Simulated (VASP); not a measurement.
VASP ran on this input.

### INCAR
```
ENCUT = 520   # plane-wave cut-off (eV)
LORBIT = 11   # lm-projected
ALGO = Normal   # blocked Davidson
SYSTEM = KZnF3
EDIFF = 1E-7
NELM = 100   # most electronic steps
ISIF = 2   # forces and stress, cell fixed
LWAVE = F
GGA = PS   # PBEsol
LCHARG = T
ISMEAR = -5   # tetrahedra, Bloechl
LREAL = F   # projection in real space or not
PREC = Accurate
LMAXMIX = 4
LASPH = T
NEDOS = 601
LEFG = T
```

### POSCAR
```
KZnF3
1.0
  4.0579343644   0.0000000000   0.0000000000
  0.0000000000   4.0579343644   0.0000000000
  0.0000000000   0.0000000000   4.0579343644
K Zn F
1 1 3
Cart
  0.0000000000   0.0000000000   0.0000000000
  2.0289671822   2.0289671822   2.0289671822
  2.0289671822   0.0000000000   2.0289671822
  0.0000000000   2.0289671822   2.0289671822
  2.0289671822   2.0289671822   0.0000000000
```

**KPOINTS**
```
Regular mesh
0
G
6 6 6
0 0 0
```

POTCAR, in this order: K_sv Zn F (PBE.64 set). Program: vasp_std.

### Question
Translate this PBEsol calculation to Ansatz.

### Answer
One equivalent input (not run):
Ansatz 0.2 input:
```yaml
crystal:
  lattice:
    - [4.0579344, 0.0000000, 0.0000000]
    - [0.0000000, 4.0579344, 0.0000000]
    - [0.0000000, 0.0000000, 4.0579344]
  atoms:
    - { symbol: K, position: [0.0000000, 0.0000000, 0.0000000] }
    - { symbol: Zn, position: [0.5000000, 0.5000000, 0.5000000] }
    - { symbol: F, position: [0.5000000, 0.0000000, 0.5000000] }
    - { symbol: F, position: [0.0000000, 0.5000000, 0.5000000] }
    - { symbol: F, position: [0.5000000, 0.5000000, 0.0000000] }
kpoints:
  mp_grid: { grid: [6, 6, 6] }
hamiltonian:
  xc: pbesol
  pseudopotentials: { kind: paw }
scf:
  occupations: { method: tetrahedron }
  max_iter: 100
output: { forces: true, stress: true, eigenvalues: true }
```
Limits of the translation: each code has its own PAW files, so the cut-off isn't converted (ENCUT is set for VASP's; basis.ecutwfc is left out, and Ansatz then takes the one that its files recommend); Ansatz stops its SCF on the density residual and VASP on the energy change (EDIFF); the field gradients of LEFG aren't asked of the other code.

The compound is KZnF3 in the cubic perovskite structure. It was relaxed first.
